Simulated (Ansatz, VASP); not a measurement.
# Be48H95 (V_H1): VASP beside Ansatz

One calculation is typed for both programs; each brings its own data sets. How far apart do they land? The cell is taken from a series of runs on this material, whose earlier steps may have relaxed, scaled, displaced or heated it; both programs get it as it stands.

Method: plane waves, with VASP 6.6.1 beside it; single point at PBEsol, in Ansatz 0.2.0.

## Step 1: The starting structure

The cell holds 143 atoms: 48 Be and 95 H. Cell: a = 12.225 Å, b = 12.225 Å, c = 12.225 Å, α = 141.9°, β = 88.5°, γ = 103.9°. It derives from BeH2 (BeH2 (Ibam)). Nearest the centre at fractional (0.622, 0.447, 0.415): H102 at 2.18 Å, H121 at 2.21 Å, Be25 at 2.30 Å, Be27 at 2.32 Å, H107 at 2.40 Å, H114 at 2.40 Å, H137 at 2.46 Å, H52 at 2.47 Å. The cell carries charge +1.

## Step 2: VASP: single point, PBEsol

With cell and atoms fixed, the geometry can't cause a difference; cores, projectors, grids and the points listed under the comparison can.

Lines of VASP's logs that name or quote its potential files are left out, and so is its time.

Contents of INCAR:

```
SYSTEM = Be48H95
PREC = Accurate
ENCUT = 520
EDIFF = 1E-06
NELM = 120
ISMEAR = -1
SIGMA = 0.01
LREAL = Auto
ALGO = Normal
GGA = PS
NELECT = 190
NBANDS = 195
LORBIT = 11
LWAVE = .FALSE.
LCHARG = .FALSE.
ISIF = 2
LASPH = .TRUE.
GGA_COMPAT = .FALSE.
EFERMI = MIDGAP
```

Contents of POSCAR:

```
Be48H95
1.0
   -3.9933261508      8.7573595481      7.5377721599
    3.9933261508     -8.7573595481      7.5377721599
    3.9933261508      8.7573595481     -7.5377721599
Be H
48 95
Direct
    0.1259840731      0.3762323159      0.2492913735
    0.3777002598      0.1161508816      0.2471824507
[... 1 atom line left out ...]
    0.3349876295      0.4409733231      0.2743593574
[... 1 atom line left out ...]
    0.4138206191      0.1896416960      0.1039534814
[... 17 atom lines left out ...]
    0.4149302542      0.6872884878      0.6049540502
    0.6256520697      0.3542668069      0.1634000281
[... 1 atom line left out ...]
    0.5794283537      0.2333255198      0.3917982969
    0.8342169934      0.4432674094      0.2753834260
    0.6737720639      0.0575809771      0.2086373492
[... 11 atom lines left out ...]
    0.6705308327      0.5893650752      0.2441916383
[... 1 atom line left out ...]
    0.6255449922      0.8655187345      0.7425035464
    0.8762337629      0.6265184189      0.7540102363
    0.5826965441      0.7999148988      0.8825417852
    0.8342181170      0.9384988899      0.7734230068
    0.6677711196      0.5582903849      0.7287241315
    0.9144963289      0.6889798547      0.6066073966
    0.2882781613      0.1951962172      0.3235786534
[... 1 atom line left out ...]
    0.3984753905      0.0630595234      0.0960406853
    0.4738645604      0.2696607319      0.4149155776
[... 3 atom lines left out ...]
    0.4116558694      0.3687084383      0.2765068426
[... 8 atom lines left out ...]
    0.3287098314      0.1053705771      0.9572218548
[... 5 atom lines left out ...]
    0.3711768402      0.4556610104      0.6756649199
[... 5 atom lines left out ...]
    0.3421942039      0.6178695572      0.4583219711
[... 9 atom lines left out ...]
    0.3776776864      0.5477342494      0.5810993498
[... 9 atom lines left out ...]
    0.7880943917      0.1890051503      0.3263512700
    0.6116021974      0.0600344908      0.3205011343
[... 3 atom lines left out ...]
    0.6135408277      0.1636254338      0.2369689628
    0.6502829653      0.3835782234      0.0567879958
    0.9016735846      0.3611760498      0.2735275413
    0.5247318988      0.1951442805      0.0607269701
    0.8745263300      0.4614825311      0.1782693254
    0.7157876921      0.3066734074      0.1740850955
[... 6 atom lines left out ...]
    0.6744307012      0.3888108239      0.5497979998
[... 5 atom lines left out ...]
    0.7888474725      0.7073254504      0.3334620339
    0.6266116875      0.5445079167      0.3203622100
[... 2 atom lines left out ...]
    0.8372813021      0.6150603287      0.4592906254
[... 7 atom lines left out ...]
    0.7830172202      0.6976328825      0.8309157973
    0.6277603100      0.5454846357      0.8308774468
    0.8763405037      0.5537275971      0.5883996086
[... 2 atom lines left out ...]
    0.5924995878      0.6229528024      0.7136757565
    0.6649703341      0.8866158385      0.5349695473
    0.9108298795      0.8689765629      0.7773794123
    0.5312042592      0.6994598801      0.5810594968
    0.6230083374      0.9414889228      0.9095723291
    0.8696896931      0.9564952876      0.6742465330
    0.7187697499      0.7958769505      0.6686542300
```

Contents of KPOINTS:

```
Automatic mesh
0
Gamma
1 1 1
0 0 0
```

PAW data sets: Be and H (PBE family, release 64).

Started as:

```console
> export OMP_NUM_THREADS=4
> mpirun -np 1 vasp_gam
```

Numbers of over 12 decimals in the logs are rounded to 6 here.

What it wrote:

```text
[banner, memory and clock lines left out]
running    1 mpi-ranks, on    1 nodes
[...]
Offloading initialized ...    1 GPUs detected
[...]
|                                                                             |
|               ----> ADVICE to this user running VASP <----                  |
|                                                                             |
|     You enforced a specific xc type in the INCAR file but a different       |
|     [... a line on the potential file left out ...]
|     I HOPE YOU KNOW WHAT YOU ARE DOING!                                     |
|                                                                             |

 LDA part: xc-table for (Slater+PW92), standard interpolation
 POSCAR, INCAR and KPOINTS ok, starting setup
[...]
entering main loop
       N       E                     dE             d eps       ncg     rms          rms(c)
DAV:   1     0.630416241063E+03    0.63042E+03   -0.78418E+04   390   0.851E+02
DAV:   2    -0.394012271361E+03   -0.10244E+04   -0.83756E+03   556   0.180E+02
DAV:   3    -0.530962181300E+03   -0.13695E+03   -0.13437E+03   508   0.568E+01
DAV:   4    -0.533760643818E+03   -0.27985E+01   -0.27912E+01   500   0.869E+00
DAV:   5    -0.533775185605E+03   -0.14542E-01   -0.14537E-01   508   0.721E-01BRMIX: very serious problems
 the old and the new charge density differ
 old charge density:   191.00000 new  190.00000
    0.300E+01
DAV:   6    -0.515786275613E+03    0.17989E+02   -0.61824E+00   460   0.378E+00    0.169E+01
DAV:   7    -0.507474941746E+03    0.83113E+01   -0.12731E+01   460   0.577E+00    0.179E+00
DAV:   8    -0.507649335369E+03   -0.17439E+00   -0.84707E-01   476   0.152E+00    0.706E-01
DAV:   9    -0.507644844166E+03    0.44912E-02   -0.65127E-02   500   0.428E-01    0.311E-01
[...]
DAV:  13    -0.507647321909E+03   -0.25406E-04   -0.67436E-05   452   0.226E-02    0.631E-03
DAV:  14    -0.507647328162E+03   -0.62526E-05   -0.56986E-05   516   0.127E-02    0.489E-03
DAV:  15    -0.507647328866E+03   -0.70396E-06   -0.28734E-06   444   0.377E-03
   1 F= -.50764733E+03 E0= -.50764733E+03  d E =0.000000E+00
```

From OUTCAR (step 2):

```text
  FREE ENERGIE OF THE ION-ELECTRON SYSTEM (eV)
  ---------------------------------------------------
  free  energy   TOTEN  =      -507.6473288658 eV

  energy  without entropy=     -507.6473288658  energy(sigma->0) =     -507.64732887
```

The run ends at a pressure of 0.29 GPa, with forces up to 0.017 eV/Å.

## Step 3: Ansatz: single point, PBEsol

Ansatz runs on its default PAW (the set named soft_2) files.

The same cell, functional, mesh and smearing now go to Ansatz.

Contents of input.yaml:

```yaml
crystal:
  lattice:
    - [-3.99332615, 8.75735955, 7.53777216]
    - [3.99332615, -8.75735955, 7.53777216]
    - [3.99332615, 8.75735955, -7.53777216]
  atoms:
    - { symbol: Be, position: [0.12598407309, 0.37623231587, 0.24929137351] }
    - { symbol: Be, position: [0.37770025978, 0.11615088158, 0.24718245068] }
[... 1 atom line left out ...]
    - { symbol: Be, position: [0.33498762951, 0.4409733231, 0.27435935737] }
[... 1 atom line left out ...]
    - { symbol: Be, position: [0.41382061908, 0.18964169605, 0.10395348144] }
[... 17 atom lines left out ...]
    - { symbol: Be, position: [0.41305598401, 0.19166849931, 0.61027268904] }
    - { symbol: H, position: [0.2801726484, 0.1972934827, 0.82847866322] }
[... 1 atom line left out ...]
    - { symbol: H, position: [0.37937250622, 0.05423171033, 0.5890331855] }
    - { symbol: H, position: [0.46466994914, 0.29169278458, 0.91650770896] }
    - { symbol: H, position: [0.32870983136, 0.10537057713, 0.95722185484] }
[... 11 atom lines left out ...]
    - { symbol: Be, position: [0.16615872122, 0.55921390737, 0.22374020382] }
[... 1 atom line left out ...]
    - { symbol: H, position: [0.28271542049, 0.69673085603, 0.32439402861] }
    - { symbol: H, position: [0.12856606323, 0.54377930307, 0.32411390321] }
    - { symbol: H, position: [0.3844375277, 0.55538458611, 0.08738840722] }
    - { symbol: H, position: [0.46833667152, 0.79520784087, 0.41717766694] }
    - { symbol: H, position: [0.34219420393, 0.61786955717, 0.45832197106] }
    - { symbol: H, position: [0.09210759696, 0.63409888835, 0.2226965061] }
    - { symbol: H, position: [0.16281444688, 0.88376670552, 0.04018724695] }
[... 1 atom line left out ...]
    - { symbol: H, position: [0.02785865581, 0.71644796342, 0.09016007196] }
    - { symbol: H, position: [0.11992177211, 0.95007678393, 0.41654485556] }
[... 3 atom lines left out ...]
    - { symbol: Be, position: [0.37362791016, 0.62101195593, 0.74645689288] }
[... 8 atom lines left out ...]
    - { symbol: H, position: [0.33627231209, 0.61649133545, 0.95934730026] }
[... 5 atom lines left out ...]
    - { symbol: H, position: [0.37141339065, 0.95863508322, 0.68001006939] }
[... 5 atom lines left out ...]
    - { symbol: Be, position: [0.67377206386, 0.05758097705, 0.20863734924] }
[... 9 atom lines left out ...]
    - { symbol: H, position: [0.52473189882, 0.1951442805, 0.06072697009] }
[... 9 atom lines left out ...]
    - { symbol: H, position: [0.62786057912, 0.03212063521, 0.81566062044] }
    - { symbol: H, position: [0.87842376178, 0.05830176387, 0.59009853528] }
[... 3 atom lines left out ...]
    - { symbol: H, position: [0.67443070117, 0.3888108239, 0.54979799979] }
    - { symbol: H, position: [0.91022605203, 0.37416803693, 0.78580162698] }
    - { symbol: H, position: [0.53171699217, 0.21215137885, 0.59428391616] }
    - { symbol: H, position: [0.62348256746, 0.44663650096, 0.92251582609] }
    - { symbol: H, position: [0.87222077026, 0.45929698267, 0.68057000613] }
    - { symbol: H, position: [0.71842371389, 0.30666715517, 0.68215454341] }
[... 6 atom lines left out ...]
    - { symbol: H, position: [0.78884747254, 0.70732545035, 0.33346203393] }
[... 5 atom lines left out ...]
    - { symbol: H, position: [0.6568573185, 0.87186734306, 0.03074615685] }
    - { symbol: H, position: [0.89426051497, 0.86236827268, 0.28077060824] }
[... 2 atom lines left out ...]
    - { symbol: H, position: [0.88361039661, 0.96305981165, 0.1836397247] }
[... 7 atom lines left out ...]
    - { symbol: H, position: [0.78301722025, 0.6976328825, 0.83091579726] }
    - { symbol: H, position: [0.62776030999, 0.54548463574, 0.83087744682] }
    - { symbol: H, position: [0.87634050371, 0.55372759714, 0.58839960858] }
[... 2 atom lines left out ...]
    - { symbol: H, position: [0.59249958781, 0.62295280238, 0.71367575647] }
    - { symbol: H, position: [0.6649703341, 0.88661583851, 0.53496954728] }
    - { symbol: H, position: [0.91082987947, 0.86897656288, 0.7773794123] }
    - { symbol: H, position: [0.53120425924, 0.69945988011, 0.58105949685] }
    - { symbol: H, position: [0.62300833743, 0.94148892277, 0.90957232911] }
    - { symbol: H, position: [0.86968969309, 0.9564952876, 0.67424653301] }
    - { symbol: H, position: [0.71876974988, 0.79587695053, 0.66865422997] }
  host:
    repeats: [2, 2, 2]
    atoms:
      - { symbol: Be, position: [0.25, 0.75, 0.5] }
      - { symbol: Be, position: [0.75, 0.25, 0.5] }
      # ... 16 more atoms of the perfect host
total_charge: 1
basis:
  ecutwfc: 420
  xc_grid: 2
hamiltonian:
  xc: pbesol
kpoints:
  mp_grid: { grid: [1, 1, 1] }
scf:
  occupations: { method: fermi_dirac, width: 0.01 }
  max_iter: 100
output:
  forces: true
  charged_corrections:
    epsilon: [3.63, 3.74, 3.59]
    static_epsilon: [4.37, 5.16, 5.26]
    defect_position: [0.621773, 0.447316, 0.415093]
  eigenvalues: true
checkpoint:
  read: "../qp1.relax_smeared.run"
  write: "../cc1.qp1.l1.run"
  compress: false
  write_wavefunctions: false
  write_every: 100000
```

Started as:

```console
> ansatz run input.yaml --threads 4 --pin off --max-ram 7536MiB --backend cpu --events-out ev --progress --plain --runs-dir out
```

What it wrote:

```text
Engine: ansatz 0.2.0, x86_64-unknown-linux-gnu
Pseudopotentials: kind: paw
Pseudopotential: Be, paw, valence charge 2, recommended cutoff 420 eV (normal), Be.paw.azcp
Pseudopotential: H, paw, valence charge 1, recommended cutoff 420 eV (normal), H.paw.azcp
Functional definition: PBEsol
  exchange = pbesol_x
  correlation = pbesol_c
Crystal: 143 atoms, lattice volume = 1054.414 Å³
Basis set: ecut = 420 eV, 20653 PW (Γ), exchange–correlation on 180×180×180 points (8 copies of the dense FFT grid, shifted against one another)
Bands: 238, of which v1, the nominal top of the filled ones, is band 95 counted from 1 (94 counted from 0)
Symmetry: 1 space group operations
Space group: P1 (ITA 1), of the structure as read, at distance tolerance 1.0e-4 Å
k-points: 1
Non-local potential: Be, projectors of the file, l = 0: 2, l = 1: 2, l = 2: 1
Non-local potential: H, projectors of the file, l = 0: 2, l = 1: 1
PAW form: soft (Blöchl's): semilocal exchange-correlation on the pseudo side does not see the compensation charge
PAW frozen core: Be, regenerated for the run's functional, and the local potential with it (the file was generated under x = pbe(κ = 0.804, μ = 0.219515), c = pbe(β = 0.066725))
PAW one-centre angular grid: Be, 110 points (default); XC on 64 Gauss nodes
PAW one-centre angular grid: H, 110 points (default); XC on 64 Gauss nodes
Initial density: read from a saved state, or passed on in memory by an earlier SCF of this step, an earlier step, the calling program or the single point that the run made first
Initial wavefunctions: those read from a saved state, or passed on in memory by an earlier step or the calling program
Functional: x = pbesol(κ = 0.804, μ = 0.123457), c = pbesol(β = 0.046)
SCF iter   1: F=—  HF=-5826.891600 eV  |F-HF|=—  |Δ(HF+E_count)|=         —  Δρ=4.01e-7  dr2=2.50e-9  ethr=4.15e-12  ⟨swp⟩=4.0  Hψ=497  notcnv=0
preconditioner: auto → Resta (q_TF=auto, 2.050 Å⁻¹)  ε∞=2.7  [insulator: Δε(μ)=4.629 eV  Ē_g=11.983 eV  σ=0.010 eV  W_gap=1.00  n_scr=150 (ndim 8)  ℏωp=15.8 eV  f_vac=0.002  D(μ)=0.00/eV (n_scr^D=0)  ε∞_Penn≈2.7]
SCF iter   2: F=-5826.891600 eV  HF=-5826.891600 eV  |F-HF|=7.18e-10  |Δ(HF+E_count)|=  9.21e-10  Δρ=2.26e-7  dr2=7.13e-10  ethr=1.31e-12  ⟨swp⟩=2.0  Hψ=337  notcnv=0
SCF 1 converged in 2 iterations: F = -5826.891600 eV  dr2 = 7.13e-10
  greatest PAW one-centre occupation: 0.379 electrons in one spin orbital (limit 2), on the Be atom at site 111 (counted from 0), in its partial waves of l = 0
SCF converged after 2 iterations
Free energy (F): -5826.891600 eV
Harris-Foulkes:  -5826.891600 eV  (|F-HF|=7.18e-10)
Internal energy: -5826.891600 eV  (E = F + TS)
E sigma→0 (E₀):  -5826.891600 eV
Fermi energy:    1.379588 eV
--- Per-component energies (eV) ---
  E_band       = -665.924764
  E_kinetic    = 2262.074179
  E_local      = -2094.677606  (includes V_loc(G=0)·N_el)
  E_nonlocal   = 367.896730
  E_hartree    = 489.784318
  E_xc         = -1751.061891
  E_vxc        = -2052.288325  (∫ρ·V_xc dr)
  E_paw        = -2796.476108  (= ΣΔE_a)
  E_vpaw       = -128.375015  (= ΣTr[D̂ρ^β])
  E_aug_tail   = -0.123343  (compensation charges beyond the density's cutoff)
  E_ewald      = -2304.765382
  E_core_change = 0.457504  (= ΣΔE_core)
  E_smearing   = -0.000000  (= −TS)
  E_closure    = 0.000000  (closes the sum)
  E_deformation_potential = 9.059888  (in the stress; not in F)
  Σ components = -5826.891600   (vs F -5826.891600, Δ=0.00e0)
--- Forces (eV/Å), atoms counted from 1 ---
  atom   1  Be    -0.00008030     0.00012840    -0.00050084
  atom   2  Be     0.00056175     0.00024981     0.00035890
  atom   3  Be     0.00008695    -0.00011748     0.00044758
  atom   4  Be     0.00000122     0.00017912     0.00017267
  atom   5  Be     0.00010950     0.00011195     0.00010927
  atom   6  Be    -0.00012800    -0.00046893    -0.00000306
  atom   7  H     -0.00007919    -0.00032011    -0.00012629
  atom   8  H     -0.00037605     0.00052128    -0.00053653
  atom   9  H      0.00015578    -0.00003899     0.00021754
  atom  10  H     -0.00019776    -0.00027332    -0.00019463
  atom  11  H     -0.00043456    -0.00042200    -0.00031548
  atom  12  H     -0.00020502     0.00029083     0.00010030
  atom  13  H     -0.00015667    -0.00015286    -0.00002631
  atom  14  H     -0.00042206     0.00020297     0.00020382
  atom  15  H      0.00017760     0.00012042     0.00062475
  atom  16  H     -0.00013146    -0.00014977     0.00038790
  atom  17  H      0.00013780    -0.00034540     0.00062230
  atom  18  H     -0.00012491     0.00028585     0.00039189
  atom  19  Be     0.00010032     0.00016405     0.00062800
  atom  20  Be     0.00023553    -0.00023312    -0.00085167
  atom  21  Be     0.00019356    -0.00005627    -0.00048682
  atom  22  Be     0.00008556    -0.00007910    -0.00022049
  atom  23  Be     0.00002773     0.00009762     0.00033992
[...]
atom  33  H     -0.00023014    -0.00041380    -0.00042287
[...]
atom 136  H     -0.00022592    -0.00003638    -0.00018008
  atom 137  H      0.00042051    -0.00013847    -0.00004410
  atom 138  H      0.00015021     0.00041738     0.00012722
  atom 139  H      0.00000393     0.00000940    -0.00028974
  atom 140  H     -0.00000375    -0.00044617    -0.00056535
  atom 141  H     -0.00000319    -0.00021440    -0.00038720
  atom 142  H      0.00009599     0.00038169    -0.00029676
  atom 143  H     -0.00005182     0.00008327    -0.00048361
  max |Σ_I F_I| component: 8.73e-6 eV/Å
--- Charged-cell corrections in eV (Makov–Payne, q = +1.000 e, ε = [3.630, 3.740, 3.590] of the electrons, [4.370, 5.160, 5.260] with the ions) ---
  F (periodic)     = -5826.891600  (uncorrected; the corrections below are reported, never added to it)
  E_corr1          = +0.526012  (monopole, q²α_M/2ε̄L, of the cell on which ε is isotropic)
  F Makov-Payne    = n/a  (the rows are of the electrons' constant alone; ansatz place-levels tells what screens the charge)
  no potential alignment in this run, which stands beside a crystal: run the host's input off ansatz write-host-input, and read the two finished runs by ansatz place-levels (neither reads a slab, a wire or a sheet, whose cell leaves a vacuum)
--- Band table (eV) ---
  k-point 0: bands = [... 91 lower, -1.0638, -1.0398, -1.0324, -0.9348, 3.6940, 3.7816, 3.9958, 4.2196, ... 139 higher]
```

## Step 4: Comparison

Known differences besides the potentials themselves: the cutoff is 420 eV in Ansatz and 520 eV in VASP (PREC = Accurate, projectors in real space); Ansatz makes its cores anew for this functional, VASP keeps those of its PBE data sets. Total energies have different zeros and are not compared.

The two programs side by side:

```
              quantity  Ansatz   VASP  difference
gap on the k mesh (eV)   4.629  4.622      +0.006
```

At this near-relaxed geometry the largest component of a force difference is 15 meV/Å. A gap on the mesh is an upper bound, since the band edges may lie between its points. The cell carries a charge of +1 e against a uniform background, so its pressure also hangs on how the neutralising background is counted, and in a defect's cell a gap may be the spacing between its levels.

## Step 5: Results

| Property | Result |
| --- | --- |
| difference in gap on the k mesh (single point, PBEsol) | 0.0065 eV |

The difference in gap on the k mesh is 0.0065 eV (single point, PBEsol), within the 0.08 eV picked in this series as the mark of a large difference. Such differences can come from data sets, numerical settings and the points named under the comparisons, not from the functional's error against experiment.

[Lines on the potential files, build, host, timing and source positions are cut from VASP's logs without a mark.]

[Logs are printed without paths, hosts, clocks, repeated set-up lines and the standing remarks that a program may print on its own settings, such as how far it seeks lower states.]

[Hosts, paths, dates, database ids (printed as entryN), source tags and the programs' standing remarks are cut or masked in the printed files.]
